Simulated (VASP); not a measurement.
# Na: Na into a neighbouring Na vacancy, part 4 of 5

Aim: the barrier for one hop in Na: Na into a neighbouring Na vacancy.

VASP 6.6.1; PBEsol; plane waves and PAW (Na).

So far. Step 3 (Relax the start): The run ended after 5 ionic steps, 0.038 eV below its first step, once the forces on the free atoms met EDIFFG = -0.05. Step 4 (Relax the end): The run ended after 5 ionic steps, 0.043 eV below its first step, once the forces on the free atoms met EDIFFG = -0.05.

## 5. Nudged elastic band

Images on a straight line between the ends relax across the path, while springs keep them spaced along it.

File INCAR:

```
SYSTEM = Na
PREC = Normal
ENCUT = 280
EDIFF = 1E-05
NELM = 120
ISMEAR = 1
SIGMA = 0.15
LREAL = Auto
ALGO = Fast
GGA = PS
LWAVE = .FALSE.
LCHARG = .FALSE.
NCORE = 2
IMAGES = 3
SPRING = -5
IBRION = 1
POTIM = 0.3
NSW = 50
EDIFFG = -0.05
ISYM = 0
ISIF = 0
```

File POSCAR:

```
Na
1.0
   12.5364457464      0.0000000000      0.0000000000
    0.0000000000     12.5364457464      0.0000000000
    0.0000000000      0.0000000000     12.5364457464
Na
53
Direct
    0.3349427397      0.0014203683      0.0000791260
    0.6642753020      0.0012255743      0.0002423481
    0.9990010466      0.3357184718      0.9995129108
    0.0011687485      0.9995689370      0.3357613771
    0.1637670603      0.1642830844      0.1636120620
    0.3341521923      0.3334333293      0.9995708264
    0.3325985887      0.9996982109      0.3329751282
    0.4987082509      0.1675786113      0.1687743104
    0.6660812135      0.3321488856      0.9994566943
    0.6659845043      0.9999095572      0.3334081098
    0.8369927931      0.1629507767      0.1634503611
    0.0011811832      0.6647930290      0.9991108680
    0.9999876029      0.3331579795      0.3335667896
    0.1668467084      0.4989229439      0.1670705645
    0.3340460394      0.6641999815      0.9998007814
    0.0006913125      0.9995348982      0.6629714536
    0.1676896032      0.1678902154      0.5001391813
    0.3328368002      0.3348437389      0.3338253525
    0.5000490803      0.4992490974      0.1669170429
    0.6663897534      0.6650241287      0.9993656347
    0.3340493552      0.9999119282      0.6653665115
    0.4991202089      0.1674899477      0.4988504122
    0.6672618749      0.3341401981      0.3329518865
    0.8337617036      0.5003900785      0.1658395390
    0.6646302549      0.0004498143      0.6652749646
    0.8331086247      0.1667072256      0.4990901054
    0.0003440342      0.6652476763      0.3341424237
    0.1651841063      0.8345718691      0.1640540933
    0.0008190111      0.3341861442      0.6654287666
    0.1669767507      0.5003414741      0.5002463515
    0.3343677746      0.6661199968      0.3330814991
    0.4998354389      0.8334799352      0.1653564320
    0.1642935374      0.1646154373      0.8346786876
    0.3340693763      0.3334382460      0.6668729666
    0.4999891817      0.5002253422      0.5006446656
    0.6665425357      0.6661108357      0.3325940878
    0.8368557497      0.8358424543      0.1634325493
    0.4994888361      0.1664024115      0.8328283186
    0.6665115328      0.3326618489      0.6653034089
    0.8340040469      0.4992773585      0.5002802905
    0.8366371942      0.1639243065      0.8339371016
    0.0006146304      0.6677479397      0.6655038361
    0.1667013343      0.8335747816      0.4988534804
    0.1664167253      0.4998232235      0.8329581347
    0.3331849445      0.6666207977      0.6659661345
    0.5000432898      0.8329188784      0.4993009143
    0.5001854054      0.4994728518      0.8318843609
    0.6665311904      0.6664058681      0.6657092623
    0.8325957872      0.8332601497      0.4991660871
    0.8339424466      0.5000679992      0.8323477826
    0.1660226264      0.8357174549      0.8347809157
    0.4992798612      0.8325103438      0.8339250470
    0.8342407306      0.8356718400      0.8346073856
```

File KPOINTS:

```
Automatic mesh
0
Monkhorst-Pack
2 2 2
0 0 0
```

File 00/POSCAR:

```
Na
1.0
   12.5364457464      0.0000000000      0.0000000000
    0.0000000000     12.5364457464      0.0000000000
    0.0000000000      0.0000000000     12.5364457464
Na
53
Direct
    0.3349427397      0.0014203683      0.0000791260
    0.6642753020      0.0012255743      0.0002423481
    0.9990010466      0.3357184718      0.9995129108
    0.0011687485      0.9995689370      0.3357613771
    0.1637670603      0.1642830844      0.1636120620
    0.3341521923      0.3334333293      0.9995708264
    0.3325985887      0.9996982109      0.3329751282
    0.4987082509      0.1675786113      0.1687743104
    0.6660812135      0.3321488856      0.9994566943
    0.6659845043      0.9999095572      0.3334081098
    0.8369927931      0.1629507767      0.1634503611
    0.0011811832      0.6647930290      0.9991108680
    0.9999876029      0.3331579795      0.3335667896
    0.1668467084      0.4989229439      0.1670705645
    0.3340460394      0.6641999815      0.9998007814
    0.0006913125      0.9995348982      0.6629714536
    0.1676896032      0.1678902154      0.5001391813
    0.3328368002      0.3348437389      0.3338253525
    0.5000490803      0.4992490974      0.1669170429
    0.6663897534      0.6650241287      0.9993656347
    0.3340493552      0.9999119282      0.6653665115
    0.4991202089      0.1674899477      0.4988504122
    0.6672618749      0.3341401981      0.3329518865
    0.8337617036      0.5003900785      0.1658395390
    0.6646302549      0.0004498143      0.6652749646
    0.8331086247      0.1667072256      0.4990901054
    0.0003440342      0.6652476763      0.3341424237
    0.1651841063      0.8345718691      0.1640540933
    0.0008190111      0.3341861442      0.6654287666
    0.1669767507      0.5003414741      0.5002463515
    0.3343677746      0.6661199968      0.3330814991
    0.4998354389      0.8334799352      0.1653564320
    0.1642935374      0.1646154373      0.8346786876
    0.3340693763      0.3334382460      0.6668729666
    0.4999891817      0.5002253422      0.5006446656
    0.6665425357      0.6661108357      0.3325940878
    0.8368557497      0.8358424543      0.1634325493
    0.4994888361      0.1664024115      0.8328283186
    0.6665115328      0.3326618489      0.6653034089
    0.8340040469      0.4992773585      0.5002802905
    0.8366371942      0.1639243065      0.8339371016
    0.0006146304      0.6677479397      0.6655038361
    0.1667013343      0.8335747816      0.4988534804
    0.1664167253      0.4998232235      0.8329581347
    0.3331849445      0.6666207977      0.6659661345
    0.5000432898      0.8329188784      0.4993009143
    0.5001854054      0.4994728518      0.8318843609
    0.6665311904      0.6664058681      0.6657092623
    0.8325957872      0.8332601497      0.4991660871
    0.8339424466      0.5000679992      0.8323477826
    0.1660226264      0.8357174549      0.8347809157
    0.4992798612      0.8325103438      0.8339250470
    0.8342407306      0.8356718400      0.8346073856
```

File 01/POSCAR:

```
Na
1.0
   12.5364457464      0.0000000000      0.0000000000
    0.0000000000     12.5364457464      0.0000000000
    0.0000000000      0.0000000000     12.5364457464
Na
53
Direct
    0.3341422181      0.0018309786      0.0006636241
    0.6646967995      0.0009746812     -0.0000545414
    0.9998975188      0.3348620374      1.0003681579
    0.0013917947      1.0001095135      0.3346379002
    0.1233388579      0.1237445225      0.1232508721
    0.3331361271      0.3330187276      0.9998640206
    0.3321673565      1.0003966398      0.3324270378
    0.4995945378      0.1676177644      0.1678273254
    0.6666606749      0.3325626582      0.9991357054
    0.6659602682      0.9998660922      0.3331302504
    0.8356267035      0.1639004681      0.1643516811
    0.0010549909      0.6647102056      0.9995612104
    1.0003234180      0.3327586345      0.3330611786
    0.1670784247      0.4995241876      0.1674385782
    0.3340690709      0.6644960274      0.9999152905
    0.0003456318      0.9994647646      0.6636267495
    0.1674784870      0.1676458250      0.5006901106
    0.3325069246      0.3337215362      0.3330720319
    0.5002541349      0.4991784062      0.1666432205
    0.6664820118      0.6653768199      0.9995299402
    0.3339341430      0.9996243556      0.6657919479
    0.4994218274      0.1671819110      0.4991895343
    0.6669656530      0.3337136728      0.3330616526
    0.8332124554      0.5003038721      0.1661827938
    0.6653141359      0.0003006873      0.6652830976
    0.8332181487      0.1666002000      0.4989759714
    0.0001895131      0.6656390458      0.3336103921
    0.1657047043      0.8336344912      0.1646222275
    0.0003595031      0.3341645551      0.6654002750
    0.1667981418      0.5004605945      0.5002262878
    0.3343359819      0.6660728562      0.3332880834
    0.4998892210      0.8332368374      0.1658801308
    0.1645733756      0.1651020268      0.8335626928
    0.3339182114      0.3336586250      0.6665968081
    0.5002464485      0.4998807368      0.5005010734
    0.6665603618      0.6659876584      0.3326873114
    0.8359063478      0.8350132190      0.1639769456
    0.4998449800      0.1667301966      0.8324188684
    0.6671933060      0.3328215293      0.6653993810
    0.8337517191      0.4997929551      0.4998788114
    0.8360148380      0.1645374834      0.8336175897
    0.0004214689      0.6677539908      0.6655199946
    0.1668015992      0.8333426293      0.4991171422
    0.1664026072      0.5000118958      0.8324592026
    0.3333176453      0.6665173965      0.6660012916
    0.5001481570      0.8328876908      0.4992917666
    0.5005868120      0.4996404450      0.8319032232
    0.6665393315      0.6662933050      0.6655895287
    0.8324566663      0.8330174877      0.4990974514
    0.8339049823      0.5004786250      0.8323681092
    0.1662664587      0.8348176220      0.8346702854
    0.4996360952      0.8326124652      0.8336342354
    0.8339191808      0.8347097507      0.8342363393
```

File 02/POSCAR:

```
Na
1.0
   12.5364457464      0.0000000000      0.0000000000
    0.0000000000     12.5364457464      0.0000000000
    0.0000000000      0.0000000000     12.5364457464
Na
53
Direct
    0.3333416966      0.0022415889      0.0012481222
    0.6651182970      0.0007237880     -0.0003514310
    1.0007939911      0.3340056030      1.0012234050
    0.0016148409      1.0006500900      0.3335144234
    0.0829106555      0.0832059606      0.0828896822
    0.3321200618      0.3326041258      1.0001572148
    0.3317361244      1.0010950688      0.3318789474
    0.5004808248      0.1676569174      0.1668803404
    0.6672401363      0.3329764308      0.9988147166
    0.6659360320      0.9998226271      0.3328523910
    0.8342606139      0.1648501594      0.1652530012
    0.0009287986      0.6646273822      1.0000115529
    1.0006592330      0.3323592895      0.3325555677
    0.1673101410      0.5001254313      0.1678065918
    0.3340921024      0.6647920734      1.0000297996
   -0.0000000489      0.9993946310      0.6642820454
    0.1672673708      0.1674014345      0.5012410398
    0.3321770490      0.3325993335      0.3323187112
    0.5004591895      0.4991077150      0.1663693981
    0.6665742702      0.6657295110      0.9996942458
    0.3338189309      0.9993367829      0.6662173843
    0.4997234458      0.1668738744      0.4995286564
    0.6666694310      0.3332871476      0.3331714188
    0.8326632072      0.5002176658      0.1665260485
    0.6659980170      0.0001515602      0.6652912305
    0.8333276728      0.1664931743      0.4988618375
    0.0000349919      0.6660304154      0.3330783604
    0.1662253022      0.8326971133      0.1651903617
   -0.0001000049      0.3341429660      0.6653717834
    0.1666195330      0.5005797149      0.5002062242
    0.3343041892      0.6660257157      0.3334946676
    0.4999430031      0.8329937397      0.1664038295
    0.1648532137      0.1655886163      0.8324466980
    0.3337670465      0.3338790040      0.6663206496
    0.5005037152      0.4995361313      0.5003574812
    0.6665781878      0.6658644812      0.3327805349
    0.8349569459      0.8341839836      0.1645213419
    0.5002011238      0.1670579817      0.8320094182
    0.6678750792      0.3329812097      0.6654953531
    0.8334993913      0.5003085517      0.4994773324
    0.8353924817      0.1651506603      0.8332980778
    0.0002283074      0.6677600420      0.6655361530
    0.1669018642      0.8331104770      0.4993808039
    0.1663884891      0.5002005681      0.8319602704
    0.3334503462      0.6664139953      0.6660364486
    0.5002530243      0.8328565032      0.4992826190
    0.5009882186      0.4998080383      0.8319220856
    0.6665474726      0.6661807420      0.6654697951
    0.8323175454      0.8327748257      0.4990288158
    0.8338675180      0.5008892509      0.8323884358
    0.1665102910      0.8339177892      0.8345596551
    0.4999923293      0.8327145865      0.8333434239
    0.8335976310      0.8337476614      0.8338652930
```

File 03/POSCAR:

```
Na
1.0
   12.5364457464      0.0000000000      0.0000000000
    0.0000000000     12.5364457464      0.0000000000
    0.0000000000      0.0000000000     12.5364457464
Na
53
Direct
    0.3325411750      0.0026521992      0.0018326204
    0.6655397944      0.0004728949     -0.0006483205
    1.0016904633      0.3331491687      1.0020786522
    0.0018378871      1.0011906664      0.3323909466
    0.0424824532      0.0426673987      0.0425284923
    0.3311039966      0.3321895240      1.0004504090
    0.3313048922      1.0017934978      0.3313308571
    0.5013671117      0.1676960705      0.1659333554
    0.6678195977      0.3333902033      0.9984937278
    0.6659117958      0.9997791620      0.3325745317
    0.8328945243      0.1657998508      0.1661543213
    0.0008026064      0.6645445589      1.0004618954
    1.0009950480      0.3319599445      0.3320499567
    0.1675418572      0.5007266750      0.1681746055
    0.3341151340      0.6650881194      1.0001443087
   -0.0003457297      0.9993244974      0.6649373414
    0.1670562547      0.1671570440      0.5017919691
    0.3318471734      0.3314771308      0.3315653906
    0.5006642441      0.4990370239      0.1660955757
    0.6666665286      0.6660822022      0.9998585514
    0.3337037188      0.9990492102      0.6666428207
    0.5000250642      0.1665658378      0.4998677784
    0.6663732090      0.3328606223      0.3332811850
    0.8321139591      0.5001314594      0.1668693033
    0.6666818980      0.0000024332      0.6652993634
    0.8334371968      0.1663861486      0.4987477036
   -0.0001195292      0.6664217849      0.3325463288
    0.1667459002      0.8317597354      0.1657584959
   -0.0005595128      0.3341213768      0.6653432919
    0.1664409242      0.5006988353      0.5001861605
    0.3342723965      0.6659785752      0.3337012518
    0.4999967852      0.8327506419      0.1669275283
    0.1651330518      0.1660752058      0.8313307033
    0.3336158816      0.3340993831      0.6660444910
    0.5007609820      0.4991915258      0.5002138889
    0.6665960138      0.6657413040      0.3328737584
    0.8340075441      0.8333547482      0.1650657382
    0.5005572676      0.1673857667      0.8315999681
    0.6685568524      0.3331408901      0.6655913252
    0.8332470636      0.5008241483      0.4990758534
    0.8347701254      0.1657638372      0.8329785659
    0.0000351460      0.6677660931      0.6655523115
    0.1670021292      0.8328783246      0.4996444656
    0.1663743710      0.5003892404      0.8314613383
    0.3335830470      0.6663105941      0.6660716057
    0.5003578915      0.8328253156      0.4992734713
    0.5013896252      0.4999756316      0.8319409480
    0.6665556136      0.6660681790      0.6653500615
    0.8321784245      0.8325321636      0.4989601801
    0.8338300538      0.5012998768      0.8324087624
    0.1667541233      0.8330179563      0.8344490248
    0.5003485634      0.8328167079      0.8330526123
    0.8332760812      0.8327855721      0.8334942466
```

File 04/POSCAR:

```
Na
1.0
   12.5364457464      0.0000000000      0.0000000000
    0.0000000000     12.5364457464      0.0000000000
    0.0000000000      0.0000000000     12.5364457464
Na
53
Direct
    0.3317406534      0.0030628095      0.0024171185
    0.6659612919      0.0002220018     -0.0009452100
    1.0025869355      0.3322927343      1.0029338993
    0.0020609333      1.0017312429      0.3312674697
    0.0020542508      0.0021288368      0.0021673024
    0.3300879314      0.3317749223      1.0007436032
    0.3308736600      1.0024919267      0.3307827667
    0.5022533987      0.1677352236      0.1649863704
    0.6683990591      0.3338039759      0.9981727389
    0.6658875597      0.9997356970      0.3322966723
    0.8315284347      0.1667495422      0.1670556413
    0.0006764141      0.6644617355      1.0009122378
    1.0013308631      0.3315605995      0.3315443457
    0.1677735735      0.5013279187      0.1685426191
    0.3341381655      0.6653841653      1.0002588178
   -0.0006914104      0.9992543638      0.6655926373
    0.1668451385      0.1669126536      0.5023428984
    0.3315172978      0.3303549281      0.3308120700
    0.5008692987      0.4989663327      0.1658217533
    0.6667587870      0.6664348933      1.0000228569
    0.3335885066      0.9987616376      0.6670682571
    0.5003266827      0.1662578011      0.5002069005
    0.6660769871      0.3324340970      0.3333909511
    0.8315647109      0.5000452531      0.1672125580
    0.6673657790     -0.0001466938      0.6653074964
    0.8335467208      0.1662791230      0.4986335696
   -0.0002740503      0.6668131544      0.3320142972
    0.1672664982      0.8308223575      0.1663266301
   -0.0010190208      0.3340997877      0.6653148003
    0.1662623153      0.5008179557      0.5001660968
    0.3342406038      0.6659314346      0.3339078361
    0.5000505673      0.8325075442      0.1674512270
    0.1654128900      0.1665617953      0.8302147085
    0.3334647167      0.3343197621      0.6657683325
    0.5010182488      0.4988469204      0.5000702967
    0.6666138399      0.6656181267      0.3329669820
    0.8330581422      0.8325255129      0.1656101345
    0.5009134115      0.1677135518      0.8311905179
    0.6692386256      0.3333005705      0.6656872973
    0.8329947358      0.5013397449      0.4986743743
    0.8341477692      0.1663770141      0.8326590540
   -0.0001580155      0.6677721442      0.6655684700
    0.1671023941      0.8326461723      0.4999081274
    0.1663602529      0.5005779127      0.8309624062
    0.3337157478      0.6662071929      0.6661067628
    0.5004627587      0.8327941280      0.4992643236
    0.5017910318      0.5001432248      0.8319598103
    0.6665637547      0.6659556159      0.6652303279
    0.8320393036      0.8322895016      0.4988915444
    0.8337925895      0.5017105026      0.8324290890
    0.1669979556      0.8321181234      0.8343383945
    0.5007047974      0.8329188292      0.8327618008
    0.8329545314      0.8318234828      0.8331232003
```

The projector-augmented-wave data sets are Na (PBE family, release 64).

Launch:

```sh
$ mpirun -np 6 vasp_std
```

The program printed:

```text
[banner, memory and clock lines left out]
running    6 mpi-ranks, on    1 nodes
 each image running on    2 cores
 distrk:  each k-point on    2 cores,    1 groups
 distr:  one band on    2 cores,    1 groups

 POSCAR found type information on POSCAR Na
 01/POSCAR found :  1 types and      53 ions
 [... a notice as in an earlier step ...]

 LDA part: xc-table for (Slater+PW92), standard interpolation
 POSCAR found type information on POSCAR Na
 00/POSCAR found :  1 types and      53 ions
 POSCAR found type information on POSCAR Na
 04/POSCAR found :  1 types and      53 ions
 POSCAR, INCAR and KPOINTS ok, starting setup
 FFT: planning ... GRIDC
 FFT: planning ... GRID_SOFT
 FFT: planning ... GRID
 WAVECAR not read
 entering main loop
       N       E                     dE             d eps       ncg     rms          rms(c)
DAV:   1    -0.268871913007E+02   -0.26887E+02   -0.74776E+03   424   0.371E+02
DAV:   2    -0.702937443027E+02   -0.43407E+02   -0.40299E+02   500   0.503E+01
DAV:   3    -0.729550203885E+02   -0.26613E+01   -0.25312E+01   528   0.107E+01
DAV:   4    -0.730403912412E+02   -0.85371E-01   -0.84747E-01   592   0.204E+00
DAV:   5    -0.730441150751E+02   -0.37238E-02   -0.37230E-02   584   0.365E-01    0.168E+00
RMM:   6    -0.729561357140E+02    0.87979E-01   -0.78260E-02   424   0.296E-01    0.108E+00
RMM:   7    -0.729333605835E+02    0.22775E-01   -0.24942E-02   424   0.318E-01    0.584E-01
RMM:   8    -0.729235062172E+02    0.98544E-02   -0.12064E-02   424   0.235E-01    0.738E-02
RMM:   9    -0.729229389578E+02    0.56726E-03   -0.13525E-03   428   0.103E-01    0.178E-02
RMM:  10    -0.729229457386E+02   -0.67808E-05   -0.36261E-04   441   0.541E-02    0.892E-03
RMM:  11    -0.729229532798E+02   -0.75412E-05   -0.11457E-04   483   0.243E-02    0.284E-03
RMM:  12    -0.729229540540E+02   -0.77418E-06   -0.11380E-05   287   0.857E-03
   1 F= -.72922954E+02 E0= -.72922902E+02  d E =-.729230E+02
 BRION: g(F)=  0.625E-02 g(S)=  0.000E+00
 bond charge predicted
       N       E                     dE             d eps       ncg     rms          rms(c)
DAV:   1    -0.729247031106E+02   -0.17498E-02   -0.80209E-04   528   0.916E-02    0.287E-03
RMM:   2    -0.729247031290E+02   -0.18407E-07   -0.94492E-06   266   0.960E-03
   2 F= -.72924703E+02 E0= -.72924646E+02  d E =-.174907E-02
[...]
3 F= -.72965151E+02 E0= -.72965047E+02  d E =-.404480E-01
[...]
4 F= -.72965759E+02 E0= -.72965645E+02  d E =-.608135E-03
[...]
5 F= -.72967840E+02 E0= -.72967697E+02  d E =-.208084E-02
 BRION: g(F)=  0.197E-02 g(S)=  0.000E+00 retain N=  1 mean eig= 4.16
 eig:   4.159
 bond charge predicted
       N       E                     dE             d eps       ncg     rms          rms(c)
DAV:   1    -0.729686122576E+02   -0.77179E-03   -0.40142E-04   464   0.661E-02    0.321E-03
RMM:   2    -0.729686122157E+02    0.41933E-07   -0.54224E-06   231   0.659E-03
   6 F= -.72968612E+02 E0= -.72968463E+02  d E =-.772150E-03
 BRION: g(F)=  0.193E-02 g(S)=  0.000E+00
 BRIONS problems: POTIM should be increased
 retain N=  1 mean eig=14.66
 eig:  14.662
 reached required accuracy - stopping structural energy minimisation
```

Elapsed: 91 s, on 6 MPI ranks of AMD EPYC 7R43, shared host; peak memory 1.8 GiB; 9 min of CPU time.

(Continued in part 5 of 5.)

[Lines on the potential files, build, host, timing and source positions are cut from VASP's logs without a mark.]

[Logs are printed without paths, hosts, clocks, repeated set-up lines and the standing remarks that a program may print on its own settings, such as how far it seeks lower states.]

[Hosts, paths, dates, database ids (printed as entryN), source tags and the programs' standing remarks are cut or masked in the printed files.]

[Runs that stopped without an error message from VASP are left out.]
